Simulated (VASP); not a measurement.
Calculation: PBEsol GGA, VASP's PBE PAW potentials (set 64) (plane waves; VASP 6.6.1).

VASP ran on this input.

### POSCAR
```
SrTe
1
    3.6587190127    -0.0000000000     0.0000000000
   -0.0000000000     3.6587190127     0.0000000000
    0.0000000000    -0.0000000000     3.6587190127
Sr Te
1 1
Direct
  0.0000000000   0.0000000000   0.0000000000
  0.5000000000   0.5000000000   0.5000000000
```

**KPOINTS**
```
kpoints
0
G
10 10 10
```

### INCAR
```
SYSTEM=SrTe
PREC=Accurate; ENCUT=500; LREAL=F
LASPH=T
EDIFF=1E-6; NELM=100; ALGO=Normal
LMAXMIX=4
ISMEAR=1; SIGMA=0.1
GGA=PS
IBRION=2; NSW=40; ISIF=3
EDIFFG=-0.02; PSTRESS=200
LWAVE=F; LCHARG=F
```

POTCAR, in this order: Sr_sv Te (PBE.64 set). Program: vasp_std.

Problem. What will the output report for the number of irreducible k-points (NKPTS), largest plane-wave count, number of space-group operations, FFT grid (NGX, NGY, NGZ)?

Solution. 
```yaml
number of irreducible k-points (NKPTS): 56
largest_plane_wave_count: 1267
number_of_space_group_operations: 48
FFT grid (NGX, NGY, NGZ): 28 × 28 × 28
```

The structure was generated: SrTe was put into the CsCl type type (Pm-3m), which need not be its known phase. It was relaxed first under an external pressure of 20 GPa.
